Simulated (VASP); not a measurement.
Here is the system:

```
CELL_PARAMETERS angstrom
      0.00000     2.79288     2.79288
      2.79288     0.00000     2.79288
      2.79288     2.79288     0.00000
ATOMIC_POSITIONS crystal
  Ge 0.00000 0.00000 0.00000
  P  0.75000 0.75000 0.75000
```

All values below come from PBEsol GGA, VASP's PBE PAW potentials (set 64) (plane waves; VASP). Settings: 400 eV cut-off, 10×10×10 Γ-centred mesh, first-order Methfessel-Paxton smearing of 0.10 eV, potentials Ge_d P.

Estimate the energy per atom (σ→0), band gap (on the k-mesh) with the smallest direct gap where there is one.

```json
{
 "band gap (on the k-mesh)": "none (metal, semimetal or under 0.01 eV)",
 "energy per atom (σ→0)": "-5.071 eV/atom"
}
```

Only differences to runs with the same potentials and settings are physical.

The structure comes from a computed database's GeP entry (F-43m); how it stands against other phases isn't given here. It was relaxed first, which changed the volume by -7 %. The start is the result of an earlier pass. The electron count is odd and the run is not spin-polarised, which forces a metal.
